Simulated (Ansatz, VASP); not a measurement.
# Cross-check of Sr (Sr(100)) between VASP and Ansatz, part 2 of 2

Wanted: the spread between two codes on one cell, functional and k mesh.

VASP 6.6.1 and Ansatz 0.2.0.

So far: The starting structure; Ansatz: single point, PBEsol.

## (3) VASP: single point, PBEsol

Level of this step: PBEsol; plane waves and PAW (Sr_sv) (VASP).

The same cell, functional, mesh and smearing now go to VASP, with its own data sets and cutoff.

Lines of VASP's logs that name or quote its potential files are left out, and so is its time.

File INCAR:

```
SYSTEM = Sr
PREC = Normal
ENCUT = 320
EDIFF = 1E-06
NELM = 120
ISMEAR = 1
SIGMA = 0.15
LREAL = .FALSE.
ALGO = Fast
GGA = PS
NBANDS = 43
LORBIT = 11
LWAVE = .FALSE.
LCHARG = .TRUE.
KPAR = 4
IDIPOL = 3
LDIPOL = .TRUE.
DIPOL = 0.5 0.5 0.5
LVHAR = .TRUE.
LVACPOTAV = .TRUE.
NEDOS = 1500
```

File POSCAR:

```
Sr
1.0
    4.1814214130      0.0000000000      0.0000000000
    0.0000000000      4.1814214130      0.0000000000
    0.0000000000      0.0000000000     32.7402686166
Sr
7
Direct
    0.0000000000      0.0000000000      0.2293542032
    0.5000000000      0.5000000000      0.3187357836
    0.0000000000      0.0000000000      0.4097661585
    0.5000000000      0.5000000000      0.5000000000
    0.0000000000      0.0000000000      0.5902338415
    0.5000000000      0.5000000000      0.6812642164
    0.0000000000      0.0000000000      0.7706457968
```

File KPOINTS:

```
Automatic mesh
0
Gamma
7 7 1
0 0 0
```

Potentials, in the order of the species: Sr_sv (PBE family, release 64).

Command:

```
> mpirun -np 4 vasp_std
```

Numbers of over 12 decimals in the logs are rounded to 6 here.

The log of the run:

```text
[banner, memory and clock lines left out]
running    4 mpi-ranks, on    1 nodes
 distrk:  each k-point on    1 cores,    4 groups
 distr:  one band on    1 cores,    1 groups

 POSCAR found type information on POSCAR Sr
 POSCAR found :  1 types and       7 ions
|                                                                             |
|               ----> ADVICE to this user running VASP <----                  |
|                                                                             |
|     You enforced a specific xc type in the INCAR file but a different       |
|     [... a line on the potential file left out ...]
|     I HOPE YOU KNOW WHAT YOU ARE DOING!                                     |
|                                                                             |

 LDA part: xc-table for (Slater+PW92), standard interpolation
 POSCAR, INCAR and KPOINTS ok, starting setup
 FFT: planning ... GRIDC
 FFT: planning ... GRID_SOFT
 FFT: planning ... GRID
 WAVECAR not read
 entering main loop
       N       E                     dE             d eps       ncg     rms          rms(c)
DAV:   1     0.315868865017E+03    0.31587E+03   -0.27518E+04  1180   0.910E+02
DAV:   2     0.272948358150E+02   -0.28857E+03   -0.28427E+03   965   0.250E+02
DAV:   3    -0.849989169089E+01   -0.35795E+02   -0.35493E+02  1296   0.489E+01
DAV:   4    -0.126948478926E+02   -0.41950E+01   -0.41755E+01  1464   0.188E+01
DAV:   5    -0.129725314485E+02   -0.27768E+00   -0.27728E+00  1312   0.376E+00    0.343E+01
RMM:   6    -0.137329801724E+02   -0.76045E+00   -0.55829E+00  1160   0.356E+00    0.256E+01
RMM:   7    -0.200384750722E+02   -0.63055E+01   -0.61590E+00  1159   0.418E+00    0.362E+01
RMM:   8    -0.120114969393E+02    0.80270E+01   -0.27981E+00  1160   0.357E+00    0.397E+00
RMM:   9    -0.120227879953E+02   -0.11291E-01   -0.53624E-01  1270   0.151E+00    0.367E+00
RMM:  10    -0.120759976876E+02   -0.53210E-01   -0.22088E-01  1270   0.788E-01    0.430E+00
RMM:  11    -0.120423218350E+02    0.33676E-01   -0.91929E-02  1270   0.516E-01    0.230E+00
RMM:  12    -0.120250789877E+02    0.17243E-01   -0.76871E-02  1263   0.370E-01    0.354E-01
RMM:  13    -0.120290849523E+02   -0.40060E-02   -0.41075E-02  1404   0.219E-01    0.405E-01
RMM:  14    -0.120332691172E+02   -0.41842E-02   -0.34620E-02  1499   0.157E-01    0.509E-01
[...]
RMM:  39    -0.120735561700E+02    0.20212E-02   -0.83604E-04  1273   0.471E-02    0.126E+00
RMM:  40    -0.120733178155E+02    0.23835E-03   -0.67720E-04  1114   0.245E-02    0.124E+00
RMM:  41    -0.120722855680E+02    0.10322E-02   -0.49980E-04  1017   0.179E-02    0.123E+00
RMM:  42    -0.120721510475E+02    0.13452E-03   -0.47195E-04   926   0.150E-02    0.123E+00
RMM:  43    -0.120721742733E+02   -0.23226E-04   -0.34548E-04   858   0.998E-03    0.123E+00
RMM:  44    -0.120720928380E+02    0.81435E-04   -0.35086E-04   746   0.839E-03    0.123E+00
RMM:  45    -0.120717193731E+02    0.37346E-03   -0.27564E-04   788   0.847E-03    0.123E+00
RMM:  46    -0.120715877208E+02    0.13165E-03   -0.28707E-04   862   0.109E-02    0.122E+00
WARNING in EDDRMM: call to ZHEGV failed, returncode =   6  3     38
RMM:  47    -0.120716702057E+02   -0.82485E-04   -0.22465E-04   683   0.705E-03    0.122E+00
RMM:  48    -0.120716157699E+02    0.54436E-04   -0.23152E-04   567   0.618E-03    0.122E+00
RMM:  49    -0.120704139601E+02    0.12018E-02   -0.21509E-04   957   0.131E-02    0.119E+00
RMM:  50    -0.120697204553E+02    0.69350E-03   -0.22164E-04   879   0.984E-03    0.118E+00
RMM:  51    -0.120732225947E+02   -0.35021E-02   -0.32740E-04  1148   0.221E-02    0.124E+00
RMM:  52    -0.120725028467E+02    0.71975E-03   -0.16648E-04   881   0.111E-02    0.123E+00
RMM:  53    -0.120710420265E+02    0.14608E-02   -0.16177E-04   999   0.163E-02    0.119E+00
RMM:  54    -0.120696146665E+02    0.14274E-02   -0.18694E-04  1017   0.174E-02    0.116E+00
RMM:  55    -0.120683500838E+02    0.12646E-02   -0.20535E-04   978   0.146E-02    0.113E+00
RMM:  56    -0.120626344265E+02    0.57157E-02   -0.96909E-04  1413   0.618E-02    0.969E-01
RMM:  57    -0.120599079241E+02    0.27265E-02   -0.94927E-04  1198   0.318E-02    0.921E-01
RMM:  58    -0.120601671314E+02   -0.25921E-03   -0.36128E-04   978   0.178E-02    0.919E-01
RMM:  59    -0.120582405213E+02    0.19266E-02   -0.50656E-04  1104   0.254E-02    0.888E-01
RMM:  60    -0.120556108683E+02    0.26297E-02   -0.86115E-04  1206   0.309E-02    0.837E-01
[...]
RMM:  68    -0.120389786286E+02   -0.59338E-03   -0.40224E-03  1229   0.534E-02    0.158E-01
RMM:  69    -0.120389017044E+02    0.76924E-04   -0.14309E-03  1210   0.454E-02    0.115E-01
RMM:  70    -0.120389589168E+02   -0.57212E-04   -0.11096E-03  1047   0.264E-02    0.109E-01
RMM:  71    -0.120389488565E+02    0.10060E-04   -0.49190E-04   999   0.195E-02    0.108E-01
RMM:  72    -0.120389654180E+02   -0.16561E-04   -0.48061E-04   919   0.149E-02    0.104E-01
RMM:  73    -0.120388732718E+02    0.92146E-04   -0.32319E-04  1114   0.223E-02    0.731E-02
RMM:  74    -0.120388565439E+02    0.16728E-04   -0.36029E-04  1096   0.211E-02    0.421E-02
RMM:  75    -0.120388743784E+02   -0.17835E-04   -0.17463E-04   920   0.110E-02    0.359E-02
WARNING in EDDRMM: call to ZHEGV failed, returncode =   8  4     35
RMM:  76    -0.120388881325E+02   -0.13754E-04   -0.12864E-04   888   0.860E-03    0.243E-02
RMM:  77    -0.120389004024E+02   -0.12270E-04   -0.98656E-05   826   0.762E-03    0.199E-02
RMM:  78    -0.120389073188E+02   -0.69165E-05   -0.76025E-05   778   0.588E-03    0.146E-02
RMM:  79    -0.120389082330E+02   -0.91421E-06   -0.55270E-05   744   0.501E-03    0.104E-02
RMM:  80    -0.120389145534E+02   -0.63204E-05   -0.59531E-05   827   0.667E-03    0.110E-02
RMM:  81    -0.120389190496E+02   -0.44962E-05   -0.49674E-05   742   0.495E-03    0.146E-02
RMM:  82    -0.120389229801E+02   -0.39305E-05   -0.42363E-05   492   0.325E-03    0.143E-02
RMM:  83    -0.120389260228E+02   -0.30427E-05   -0.35029E-05   456   0.281E-03    0.128E-02
RMM:  84    -0.120389294537E+02   -0.34309E-05   -0.33233E-05   636   0.386E-03    0.796E-03
RMM:  85    -0.120389327773E+02   -0.33236E-05   -0.26901E-05   564   0.329E-03    0.406E-03
WARNING in EDDRMM: call to ZHEGV failed, returncode =   8  4     37
RMM:  86    -0.120389357200E+02   -0.29427E-05   -0.25757E-05   642   0.322E-03    0.201E-03
WARNING in EDDRMM: call to ZHEGV failed, returncode =   6  3     40
RMM:  87    -0.120389378919E+02   -0.21720E-05   -0.19865E-05   393   0.237E-03    0.131E-03
RMM:  88    -0.120389398038E+02   -0.19119E-05   -0.19039E-05   394   0.222E-03    0.497E-04
RMM:  89    -0.120389413237E+02   -0.15199E-05   -0.15479E-05   369   0.206E-03    0.529E-04
RMM:  90    -0.120389428147E+02   -0.14909E-05   -0.15190E-05   359   0.198E-03    0.590E-04
RMM:  91    -0.120389440465E+02   -0.12319E-05   -0.12511E-05   344   0.191E-03    0.728E-04
RMM:  92    -0.120389452387E+02   -0.11922E-05   -0.12268E-05   328   0.183E-03    0.123E-03
RMM:  93    -0.120389462328E+02   -0.99401E-06   -0.10218E-05   328   0.177E-03    0.155E-03
RMM:  94    -0.120389472126E+02   -0.97985E-06   -0.99954E-06   313   0.172E-03
|                                                                             |
|           W    W    AA    RRRRR   N    N  II  N    N   GGGG   !!!           |
|           W    W   A  A   R    R  NN   N  II  NN   N  G    G  !!!           |
|           W    W  A    A  R    R  N N  N  II  N N  N  G       !!!           |
|           W WW W  AAAAAA  RRRRR   N  N N  II  N  N N  G  GGG   !            |
|           WW  WW  A    A  R   R   N   NN  II  N   NN  G    G                |
|           W    W  A    A  R    R  N    N  II  N    N   GGGG   !!!           |
|                                                                             |
|     Did not find any points to average over, which means that no vacuum     |
|     field-free region was found. Please increase the size of  your cell     |
|     in the dimension of the dipole correction to obtain accurate            |
|     workfunction values.                                                    |
|                                                                             |

   1 F= -.12038947E+02 E0= -.12039748E+02  d E =0.240361E-02
```

From OUTCAR (step 3):

```text
ion  position               nearest neighbor table
   1  0.000  0.000  0.229-   2 4.16   2 4.16   2 4.16   2 4.16
   2  0.500  0.500  0.319-   1 4.16   1 4.16   1 4.16   1 4.16   3 4.20   3 4.20   3 4.20   3 4.20

  LATTYP: Found a simple tetragonal cell.
 ALAT       =     4.1814214130
 C/A-ratio  =     7.8299375697

 Subroutine GETGRP returns: Found 16 space group operations
 (whereof 16 operations were pure point group operations)

The static configuration has the point symmetry D_4h.

 Found     10 irreducible k-points:

   k-points           NKPTS =     10   k-points in BZ     NKDIM =     10   number of bands    NBANDS=     43

   dimension x,y,z NGX =    18 NGY =   18 NGZ =  144
   dimension x,y,z NGXF=    36 NGYF=   36 NGZF=  288

   ENCUT  =  320.0 eV  23.52 Ry    4.85 a.u.   6.10  6.10 47.75*2*pi/ulx,y,z

   NELECT =      70.0000    total number of electrons

 k-points in reciprocal lattice and weights: Automatic mesh
   0.00000000  0.00000000  0.00000000       0.020
   0.14285714  0.00000000  0.00000000       0.082
   0.28571429  0.00000000  0.00000000       0.082
   0.42857143  0.00000000  0.00000000       0.082
   0.14285714  0.14285714  0.00000000       0.082
   0.28571429  0.14285714  0.00000000       0.163
   0.42857143  0.14285714  0.00000000       0.163
   0.28571429  0.28571429  0.00000000       0.082
   0.42857143  0.28571429  0.00000000       0.163
   0.42857143  0.42857143  0.00000000       0.082

 dipolmoment           0.000000      0.000000     -0.000000 electrons x Angstroem

 average (electrostatic) potential at core
       1 -42.4879       2 -41.8676       3 -41.9506       4 -41.9294       5 -41.9506
       6 -41.8676       7 -42.4879

 E-fermi :   0.2510

 k-point     1 :       0.0000    0.0000    0.0000
  band No.  band energies     occupation
    ...
     31      -2.7908      2.00000
     32      -2.2545      2.00000
     33      -1.6273      2.00000
     34      -1.0466      2.00000
     35      -0.6275      2.00000
     36       0.5574     -0.01390
     37       0.6515     -0.00105
     38       0.6624     -0.00073
     39       0.6706     -0.00055
     40       0.8745     -0.00000
    ...

 k-point     2 :       0.1429    0.0000    0.0000
  band No.  band energies     occupation
    ...
     31      -2.5802      2.00000
     32      -2.0563      2.00000
     33      -1.4388      2.00000
     34      -0.8578      2.00000
     35      -0.4286      2.00000
     36       0.5800     -0.00814
     37       0.6767     -0.00045
     38       0.7431     -0.00004
     39       0.8617     -0.00000
     40       1.1561     -0.00000
    ...

 k-point     3 :       0.2857    0.0000    0.0000
  band No.  band energies     occupation
    ...
     31      -2.0086      2.00000
     32      -1.5407      2.00000
     33      -0.9788      2.00000
     34      -0.4178      2.00000
     35       0.0679      2.07091
     36       0.3106      0.38228
     37       0.4356     -0.07090
     38       0.6248     -0.00240
     39       0.8486     -0.00000
     40       0.9294     -0.00000
    ...

  Total       -0.6893409     -0.6893409      0.1095249      0.0000000      0.0000000      0.0000000
  in kB       -1.9293655     -1.9293655      0.3065443      0.0000000      0.0000000      0.0000000
  external PRESSURE =      -1.1840622 kB  Pullay stress =       0.0000000 kB

  energy-cutoff  :      320.00
  volume of cell :      572.44
      direct lattice vectors                 reciprocal lattice vectors
     4.181421413  0.000000000  0.000000000     0.239153126  0.000000000  0.000000000
     0.000000000  4.181421413  0.000000000     0.000000000  0.239153126  0.000000000
     0.000000000  0.000000000 32.740268617     0.000000000  0.000000000  0.030543427

 POSITION                                       TOTAL-FORCE (eV/Angst)
 -----------------------------------------------------------------------------------
      0.00000      0.00000      7.50912        -0.000000      0.000000     -0.003756
      2.09071      2.09071     10.43550        -0.000000      0.000000     -0.002508
      0.00000      0.00000     13.41585         0.000000     -0.000000     -0.017704
      2.09071      2.09071     16.37013        -0.000000     -0.000000     -0.000000
      0.00000      0.00000     19.32441        -0.000000     -0.000000      0.017704
      2.09071      2.09071     22.30477        -0.000000     -0.000000      0.002508
      0.00000      0.00000     25.23115         0.000000      0.000000      0.003756
 -----------------------------------------------------------------------------------
    total drift:                                0.000000     -0.000000      0.000000

  FREE ENERGIE OF THE ION-ELECTRON SYSTEM (eV)
  ---------------------------------------------------
  free  energy   TOTEN  =       -12.0389472126 eV

  energy  without entropy=      -12.0413508224  energy(sigma->0) =      -12.03974842

 vacuum level on the upper side and lower side of the slab         2.754         2.754

 total charge
# of ion       s       p       d       tot
------------------------------------------
    1        2.076   5.665   0.119   7.860
    2        2.065   5.678   0.149   7.892
    3        2.067   5.676   0.146   7.889
    4        2.068   5.677   0.145   7.890
    5        2.067   5.676   0.146   7.889
    6        2.065   5.678   0.149   7.892
    7        2.076   5.665   0.119   7.860
--------------------------------------------------
tot         14.483  39.715   0.974  55.172

[... 3 further parts left out ...]
```

## (4) Comparison

Known differences besides the potentials themselves: the cutoff is 420 eV in Ansatz and 320 eV in VASP (PREC = Normal); Ansatz makes its cores anew for this functional, VASP keeps those of its PBE data sets; VASP leaves aspherical gradient terms in its spheres out (LASPH is not set), Ansatz keeps them. Total energies have different zeros and are not compared.

Compared:

```
                                   quantity  Ansatz  VASP  difference
 work function, lower of the two faces (eV)    2.52  2.50       +0.02
work function, higher of the two faces (eV)    2.52  2.50       +0.02
```

At this near-relaxed geometry the largest component of a force difference is 3 meV/Å. VASP's log warns that it found no field-free region in the vacuum, so its work functions are uncertain.

## (5) Results

```
difference in work function, lower of the two faces (single point, PBEsol) : 0.017 eV
```

**Reading.** The difference in work function, lower of the two faces is 0.017 eV (single point, PBEsol). How closely two codes agree says nothing of how well the functional describes the real material.

[Lines on the potential files, build, host, timing and source positions are cut from VASP's logs without a mark.]

[Logs are printed without paths, hosts, clocks, repeated set-up lines and the standing remarks that a program may print on its own settings, such as how far it seeks lower states.]

[Hosts, paths, dates, database ids (printed as entryN), source tags and the programs' standing remarks are cut or masked in the printed files.]
